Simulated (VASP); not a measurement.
Input:

```
CELL_PARAMETERS angstrom
      2.23164    -3.84579     0.00000
      2.23164     3.84579     0.00000
      0.00000     0.00000     5.08093
ATOMIC_POSITIONS crystal
  Se 0.00000 0.22500 0.66667
  Se 0.77500 0.77500 0.00000
  Se 0.24599 0.02099 0.33333
```

Level of theory: PBE GGA with spin-orbit coupling, VASP's PBE PAW potentials (set 64) (plane waves; VASP). Settings: 400 eV cut-off, 5×5×4 Γ-centred mesh, Gaussian smearing of 0.050 eV, potentials Se.

Predict the energy per atom (σ→0), pressure, largest force.

```
Quantity                         Value
---------------------  ---------------
energy per atom (σ→0)   -3.517 eV/atom
pressure                    -12.6 kbar
largest force          0.00985 Ha/bohr
```

Only differences to runs with the same potentials and settings are physical.

The compound is Se in the trig structure. The cell was not relaxed at this level, atoms are displaced from their ideal sites. The run is one of a series of settings (GGA_COMPAT = .FALSE., LSORBIT = .TRUE., MAGMOM = 0 0 0 0 0 0 0 0 0, program vasp_ncl against the base run), some of them coarse on purpose.
